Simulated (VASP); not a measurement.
The input files of a VASP run:

File KPOINTS:
```
Automatic mesh
0
Gamma
7 7 7
0 0 0
```

INCAR:
```
SYSTEM = YN
PREC = Accurate
ENCUT = 520
EDIFF = 1E-6
NELM = 100
ALGO = Normal
LREAL = .FALSE.
LASPH = .TRUE.
ISMEAR = 0
SIGMA = 0.05
GGA = PE
LMAXMIX = 4
LWAVE = .FALSE.
LCHARG = .FALSE.
ISIF = 2
LSORBIT = .TRUE.
MAGMOM = 0 0 0 0 0 0
GGA_COMPAT = .FALSE.
```

### POSCAR
```
YN
1
    0.0000000000     2.4400000000     2.4400000000
    2.4400000000     0.0000000000     2.4400000000
    2.4400000000     2.4400000000     0.0000000000
Y N
1 1
Direct
  0.0000000000   0.0000000000   0.0000000000
  0.5000000000   0.5000000000   0.5000000000
```

POTCAR, in this order: Y_sv N (PBE.64 set). Program: vasp_std.

The run wrote:

**standard output**
```
 POSCAR found type information on POSCAR Y N
 POSCAR found :  2 types and       2 ions
 Reading from existing POTCAR

 -----------------------------------------------------------------------------
|                                                                             |
|     EEEEEEE  RRRRRR   RRRRRR   OOOOOOO  RRRRRR      ###     ###     ###     |
|     E        R     R  R     R  O     O  R     R     ###     ###     ###     |
|     E        R     R  R     R  O     O  R     R     ###     ###     ###     |
|     EEEEE    RRRRRR   RRRRRR   O     O  RRRRRR       #       #       #      |
|     E        R   R    R   R    O     O  R   R                               |
|     E        R    R   R    R   O     O  R    R      ###     ###     ###     |
|     EEEEEEE  R     R  R     R  OOOOOOO  R     R     ###     ###     ###     |
|                                                                             |
|     ERROR: Noncollinear calculations require that VASP is compiled          |
|     without the flag -DNGXhalf and-DNGZhalf.                                |
|     You probably tried to run a noncollinear calculation                    |
|     (LNONCOLLINEAR=T) with the executable vasp_std. Use vasp_ncl            |
|     instead!                                                                |
|                                                                             |
|       ---->  I REFUSE TO CONTINUE WITH THIS SICK JOB ... BYE!!! <----       |
|                                                                             |
 -----------------------------------------------------------------------------
```

Q: Read input and log: which fault does this run have?
A) LSORBIT needs the non-collinear program vasp_ncl
B) a hybrid functional was run with ALGO = VeryFast
C) POTIM is too large for the ionic optimiser
D) LDA potentials were taken and GGA is not set, so the run is LDA and not PBE

A: A, LSORBIT needs the non-collinear program vasp_ncl. VASP stops with an error: ERROR: Noncollinear calculations require that VASP is compiled without the flag -DNGXhalf and-DNGZhalf. You probably tried to run a noncollinear calculation (LNONCOLLINEAR=T) with the executable vasp_std. Use vasp_ncl instead! ----> I REFUSE TO CONTINUE WITH THIS SICK JOB ... BYE!!! <----

To mend it, run vasp_ncl.

The mended run (PBE GGA with spin-orbit coupling, plane waves, VASP's PBE PAW potentials (set 64)) converges, and its OSZICAR ends with
```
   1 F= -.18268406E+02 E0= -.18268406E+02  d E =-.962813E-06  mag=    -0.0000     0.0000     0.0000
```

The compound is YN in the rock salt structure. The cell was not relaxed at this level.
